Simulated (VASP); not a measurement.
Calculation: AM05 GGA, VASP's PBE PAW potentials (set 64) (plane waves; VASP).

A VASP calculation is set up with these files.

File KPOINTS:
```
Automatic mesh
0
Gamma
8 8 8
0 0 0
```

INCAR:
```
SYSTEM = InP
PREC = Accurate; ENCUT = 520; LREAL = .FALSE.
LASPH = .TRUE.
EDIFF = 1E-7; NELM = 100; ALGO = Normal
LMAXMIX = 4
ISMEAR = 0; SIGMA = 0.05
GGA = AM
ISIF = 2
LWAVE = .FALSE.; LCHARG = .FALSE.
```

File POSCAR:
```
InP
1
    0.0000000000     2.8834086736     2.8834086736
    2.8834086736     0.0000000000     2.8834086736
    2.8834086736     2.8834086736     0.0000000000
In P
1 1
Direct
  0.0000000000   0.0000000000   0.0000000000
  0.2500000000   0.2500000000   0.2500000000
```

POTCAR, in this order: In_d P (PBE.64 set). Program: vasp_std.

Output of the run:

**OSZICAR**
```
       N       E                     dE             d eps       ncg     rms          rms(c)
DAV:   1     0.115604048819E+03    0.11560E+03   -0.87095E+03   764   0.157E+03
DAV:   2    -0.609519407798E+00   -0.11621E+03   -0.11290E+03   779   0.340E+02
DAV:   3    -0.880822130754E+01   -0.81987E+01   -0.81456E+01   964   0.935E+01
DAV:   4    -0.902320643761E+01   -0.21499E+00   -0.21484E+00   876   0.161E+01
DAV:   5    -0.903319227846E+01   -0.99858E-02   -0.99854E-02  1118   0.326E+00    0.602E+00
DAV:   6    -0.865537208387E+01    0.37782E+00   -0.68270E-01  1118   0.168E+01    0.358E+00
DAV:   7    -0.861967556579E+01    0.35697E-01   -0.20690E-01  1032   0.462E+00    0.119E+00
DAV:   8    -0.861927104416E+01    0.40452E-03   -0.20532E-02   942   0.212E+00    0.437E-01
DAV:   9    -0.862012578606E+01   -0.85474E-03   -0.24556E-03   932   0.716E-01    0.199E-01
DAV:  10    -0.862023497814E+01   -0.10919E-03   -0.27813E-04  1101   0.160E-01    0.147E-01
DAV:  11    -0.862031254475E+01   -0.77567E-04   -0.79213E-05   834   0.835E-02    0.242E-02
DAV:  12    -0.862032300718E+01   -0.10462E-04   -0.38969E-05   914   0.112E-01    0.263E-02
DAV:  13    -0.862032325926E+01   -0.25207E-06   -0.24161E-06   953   0.161E-02    0.194E-02
DAV:  14    -0.862032362002E+01   -0.36076E-06   -0.11132E-06   824   0.114E-02    0.484E-03
DAV:  15    -0.862032364599E+01   -0.25977E-07   -0.22824E-08   692   0.149E-03
   1 F= -.86203236E+01 E0= -.86203236E+01  d E =-.148678E-17
```

### OUTCAR
```
------------------------ aborting loop because EDIFF is reached ----------------------------------------
  FORCE on cell =-STRESS in cart. coord.  units (eV):
  Direction    XX          YY          ZZ          XY          YZ          ZX
  --------------------------------------------------------------------------------------
  Total        1.3839392      1.3839392      1.3839392     -0.0000000      0.0000000     -0.0000000
  in kB       46.2465118     46.2465118     46.2465118     -0.0000000      0.0000000     -0.0000000
  external PRESSURE =      46.2465118 kB  Pullay stress =       0.0000000 kB
  volume of cell :       47.95
      direct lattice vectors                 reciprocal lattice vectors
     0.000000000  2.883408674  2.883408674    -0.173405874  0.173405874  0.173405874
     2.883408674  0.000000000  2.883408674     0.173405874 -0.173405874  0.173405874
     2.883408674  2.883408674  0.000000000     0.173405874  0.173405874 -0.173405874
  FREE ENERGIE OF THE ION-ELECTRON SYSTEM (eV)
  ---------------------------------------------------
  free  energy   TOTEN  =        -8.6203236460 eV

  energy  without entropy=       -8.6203236460  energy(sigma->0) =       -8.62032365
```
(Selected blocks of OUTCAR.)

The compound is InP in the zinc blende structure. This cell is one point of a volume scan, at 0.94 of the reference volume.
